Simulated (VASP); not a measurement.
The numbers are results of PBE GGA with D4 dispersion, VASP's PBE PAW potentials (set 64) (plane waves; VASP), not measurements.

VASP input:

**KPOINTS**
```
Automatic mesh
0
Gamma
6 6 6
0 0 0
```

POSCAR:
```
Bi2Se3
1.0
  9.5724359099  -2.0705901378  -0.0064457347
  9.5724359099   2.0705901378  -0.0064457347
  9.1269479411   0.0000000000   3.5521454975
Bi Se
2 3
Cart
 11.3288763143   0.0000000000   1.4182239229
 16.9429434466   0.0000000000   2.1210301052
  0.0000000000   0.0000000000   0.0000000000
  5.9605917879   0.0000000000   0.7461864384
 22.3112279730  -0.0000000000   2.7930675897
```

### INCAR
```
ALGO = Normal
EDIFF = 1E-6
EDIFFG = -0.02
ENCUT = 520
GGA = PE
IBRION = 2
ISIF = 3
ISMEAR = 0
IVDW = 13
LASPH = T
LCHARG = F
LMAXMIX = 4
LREAL = F
LWAVE = F
NELM = 100
NSW = 60
PREC = Accurate
SIGMA = 0.05
SYSTEM = Bi2Se3
```

POTCAR, in this order: Bi_d Se (PBE.64 set). Program: vasp_std.

Unless said otherwise, spin-orbit coupling is left out, though it shifts the bands of the heavy elements here.

Q: Predict the energy per atom (σ→0), dispersion energy, volume per atom, band gap (on the k-mesh).

A: 
```
Property                           Value
------------------------  --------------
energy per atom (σ→0)     -4.472 eV/atom
dispersion energy              -2.208 eV
band gap (on the k-mesh)         0.17 eV
volume per atom            28.24 Å³/atom
```

**OSZICAR**
```
...
       N       E                     dE             d eps       ncg     rms          rms(c)
DAV:   1    -0.201524042167E+02   -0.30578E-02   -0.72362E-02  2452   0.200E+00    0.130E-01
DAV:   2    -0.201521205778E+02    0.28364E-03   -0.23305E-03  1984   0.447E-01    0.566E-02
DAV:   3    -0.201520319246E+02    0.88653E-04   -0.39525E-04  2512   0.213E-01    0.128E-02
DAV:   4    -0.201520290554E+02    0.28693E-05   -0.20044E-05  2628   0.371E-02    0.550E-03
DAV:   5    -0.201520273936E+02    0.16618E-05   -0.36578E-06  1596   0.155E-02    0.387E-03
DAV:   6    -0.201520265241E+02    0.86949E-06   -0.59616E-07  1052   0.605E-03
   2 F= -.22360185E+02 E0= -.22360178E+02  d E =-.242549E-03
```

The compound is Bi2Se3 in the tetradymite structure. This run relaxes it. Symmetry was kept, so distortions that lower it aren't found. The start is the result of an earlier pass.
